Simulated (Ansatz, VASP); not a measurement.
**GaF in VASP and in Ansatz**

```
Ga F
1.0
     0.00000    2.84624    2.84624
     2.84624    0.00000    2.84624
     2.84624    2.84624    0.00000
Ga F
1 1
Direct
  0.25000 0.25000 0.25000
  0.00000 0.00000 0.00000
```

The cell was built by a generator and needn't be a form met in nature.

Alike in both runs: task single point; functional PBE; k mesh 8 × 8 × 8; occupations fermi-dirac, width 0.05 eV; no spin polarisation.

```csv
,VASP,Ansatz
version,VASP 6.6.1,Ansatz 0.2.0
potentials or method,"VASP PAW PBE potentials, release 64 (Ga_d, F)",Ansatz PAW
plane-wave cutoff (eV),520,420
valence electrons in the cell,20,20
```

VASP gave:

- gap on the k mesh at the Fermi level (eV): 2.27
- least direct gap on the mesh (eV): 2.28
- pressure (GPa): -0.1

**Question.** Estimate Ansatz's values.

**Answer.** gap on the k mesh at the Fermi level (eV): 2.27; least direct gap on the mesh (eV): 2.28; pressure (GPa): 0.0.

A k mesh can miss the band edges.
